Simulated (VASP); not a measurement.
```
AlRu
1.0
    3.00135     0.00000     0.00000
    0.00000     3.00135     0.00000
    0.00000     0.00000     3.00135
Al Ru
1 1
Cartesian
  1.50068   1.50068   1.50068
  0.00000   0.00000   0.00000
```

Method: PBE GGA, VASP's PBE PAW potentials (set 64) (plane waves; VASP). Settings: 480 eV cut-off, 12×12×12 Γ-centred mesh, first-order Methfessel-Paxton smearing of 0.10 eV, potentials Al Ru_pv.

Energy and stress use the plane-wave basis of the starting cell.

Task: The ions, cell shape and volume at an external pressure of 30.0 GPa are relaxed. Predict the relaxed structure.

Result: 
```
AlRu
1.0
    2.89085     0.00000     0.00000
    0.00000     2.89085     0.00000
    0.00000     0.00000     2.89085
Al Ru
1 1
Direct
  0.50000   0.50000   0.50000
  0.00000   0.00000   0.00000
```
Space group Pm-3m (221), at a tolerance of 0.03 Å.

Task: How do energy and volume change from the first to the last step?

Result: The energy (σ→0) changes by +123.5 meV/atom and the volume by -10.6 %, in 5 ionic steps.

```tsv
step	E(σ→0) (eV)	max force (eV/Å)	pressure (GPa)	volume (Å³)
1	-14.2649	0.000	0.35	27.04
2	-10.7310	0.000	183.46	18.38
3	-14.0660	0.000	26.39	24.43
4	-14.0313	0.000	29.02	24.23
5	-14.0179	0.000	30.01	24.16
```

The compound is RuAl in the CsCl type structure. This run relaxes it under an external pressure of 30 GPa. Symmetry was kept, so distortions that lower it aren't found. The electron count is odd and the run is not spin-polarised, which forces a metal.
